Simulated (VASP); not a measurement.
```xyz
2
Lattice="3.5553 0.0000 0.0000 -1.7777 3.0790 0.0000 0.0000 0.0000 4.1930" Properties=species:S:1:pos:R:3 pbc="T T T"
Y      0.0000     0.0000     4.1930
Si     1.7777     1.0263     2.0965
```

Calculation: PBEsol GGA, VASP's PBE PAW potentials (set 64) (plane waves; VASP). Run with 400 eV cut-off, 13×13×10 Γ-centred mesh, tetrahedra with Blöchl corrections, potentials Y_sv Si.

### Question
Estimate the energy per atom (σ→0), band gap (on the k-mesh) with the smallest direct gap where there is one.

### Answer

```
Item                                                         Value
------------------------  ----------------------------------------
band gap (on the k-mesh)  none (metal, semimetal or under 0.01 eV)
energy per atom (σ→0)                               -6.606 eV/atom
```

Total energies compare only between runs with the same potentials, cut-off and functional.

The structure was generated: YSi was put into the WC type (P-6m2), which need not be its known phase. It was relaxed first. The electron count is odd and the run is not spin-polarised, which forces a metal.
